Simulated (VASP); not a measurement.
```
CELL_PARAMETERS angstrom
      4.74238     0.00000     0.00000
      0.00000     4.74238     0.00000
      0.00000     0.00000     3.14575
ATOMIC_POSITIONS crystal
  Zn 0.00000 0.00000 0.00000
  Zn 0.50000 0.50000 0.50000
  F  0.30398 0.30398 0.00000
  F  0.80398 0.19602 0.50000
  F  0.19602 0.80398 0.50000
  F  0.69602 0.69602 0.00000
```

Method: AM05 GGA, VASP's PBE PAW potentials (set 64) (plane waves; VASP). Run with 520 eV cut-off, 5×5×8 Γ-centred mesh, tetrahedra with Blöchl corrections, potentials Zn F.

Problem. Estimate the energy per atom (σ→0), band gap (on the k-mesh) with the smallest direct gap where there is one.

Solution. 
```json
{
 "band gap (on the k-mesh)": "3.49 eV",
 "smallest direct gap (on the k-mesh)": "3.49 eV",
 "energy per atom (σ→0)": "-3.952 eV/atom"
}
```

Only differences to runs with the same potentials and settings are physical.

The compound is ZnF2 in the rutile structure. It was relaxed first.
